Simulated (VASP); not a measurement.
A convergence study with VASP on TiN (rock salt): one setting is varied, all else stays as given below, so the limit is that of these other settings.

```
CELL_PARAMETERS angstrom
      0.00000     2.12000     2.12000
      2.12000     0.00000     2.12000
      2.12000     2.12000     0.00000
ATOMIC_POSITIONS crystal
  Ti 0.00000 0.00000 0.00000
  N  0.50000 0.50000 0.50000
```

These are LDA (Ceperley-Alder, Perdew-Zunger), VASP's LDA PAW potentials (set 64) (plane waves; VASP) values and carry that method's errors. The tightest run used: 700 eV cut-off, 21×21×21 Monkhorst-Pack mesh, first-order Methfessel-Paxton smearing of 0.10 eV, potentials Ti_sv N.

```csv
setting,E (eV/atom),pressure (GPa),irreducible k-points
1×1×1 mesh,-0.7726,134.33,1
2×2×2 mesh,-10.7094,-9.71,2
3×3×3 mesh,-10.7398,-10.92,4
4×4×4 mesh,-10.7980,-12.60,10
```

Q: These are the cheaper rows. Estimate the results at 21×21×21 mesh, and how far the last row shown lies from them.

A: 
| quantity | tightest run | last row shown is off by |
|---|---|---|
| E (eV/atom) | -10.8193 | 0.0213 |
| pressure (GPa) | -13.25 | 0.65 |

VASP warned of too few bands at 3×3×3 mesh.

Left out are rungs that failed or repeat a setting and relaxations that didn't move; long series are thinned to 24 rows.

The compound is TiN in the rock salt structure. The cell was not relaxed at this level. The electron count is odd and the run is not spin-polarised, which forces a metal.
